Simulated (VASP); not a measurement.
Calculation: PBE GGA, VASP's PBE PAW potentials (set 64) (plane waves; VASP).

VASP ran on this input.

### KPOINTS
```
Automatic mesh
0
Gamma
7 7 2
0 0 0
```

File POSCAR:
```
MoTe2
1.0
  1.7762816429  -3.0766096213   0.0000000000
  1.7762816429   3.0766096213   0.0000000000
  0.0000000000   0.0000000000  14.6715645343
Te Mo
4 2
Cart
  1.7762816429   1.0255385915  12.8141318658
  1.7762816429  -1.0255385915   5.4783495986
  1.7762816429  -1.0255385915   1.8574326685
  1.7762816429   1.0255385915   9.1932149357
  1.7762816429   1.0255385915   3.6678911336
  1.7762816429  -1.0255385915  11.0036734007
```

INCAR:
```
! general
SYSTEM  = MoTe2
PREC    = Accurate
ENCUT   = 500
LREAL   = .FALSE.
LASPH   = .TRUE.

! electronic loop
EDIFF   = 1E-6
NELM    = 100
ALGO    = Normal
LMAXMIX = 4

! smearing
ISMEAR  = 0
SIGMA   = 0.05

! functional
GGA     = PE

! ions
IBRION  = 2
NSW     = 40
ISIF    = 3
EDIFFG  = -0.02

! output
LWAVE   = .FALSE.
LCHARG  = .FALSE.
```

POTCAR, in this order: Te Mo_sv (PBE.64 set). Program: vasp_std.

Energy and stress use the plane-wave basis of the starting cell. Without a dispersion term in the relaxation, distances and binding between the weakly bound layers, chains or molecules are unreliable, and so is what depends on them.

### Question
Predict the energy per atom (σ→0), volume per atom.

### Answer

The energy per atom (σ→0) is -6.012 eV/atom and the volume per atom is 27.71 Å³/atom.

OSZICAR:
```
...
DAV:   1    -0.360739789570E+02   -0.68309E-03   -0.20553E-02   999   0.100E+00    0.218E-01
DAV:   2    -0.360735392357E+02    0.43972E-03   -0.24369E-03  1127   0.295E-01    0.628E-02
DAV:   3    -0.360734349676E+02    0.10427E-03   -0.94507E-04  1193   0.116E-01    0.805E-02
DAV:   4    -0.360734024614E+02    0.32506E-04   -0.12509E-04  1198   0.539E-02    0.223E-02
DAV:   5    -0.360733913049E+02    0.11156E-04   -0.64703E-05  1191   0.448E-02    0.212E-02
DAV:   6    -0.360733876013E+02    0.37036E-05   -0.14370E-05  1081   0.174E-02    0.342E-03
DAV:   7    -0.360733869670E+02    0.63434E-06   -0.17468E-06   693   0.824E-03
  21 F= -.36073387E+02 E0= -.36073387E+02  d E =-.149965E-03
```

The compound is MoTe2 in the 2H layered structure. This run relaxes it. Symmetry was kept, so distortions that lower it aren't found.
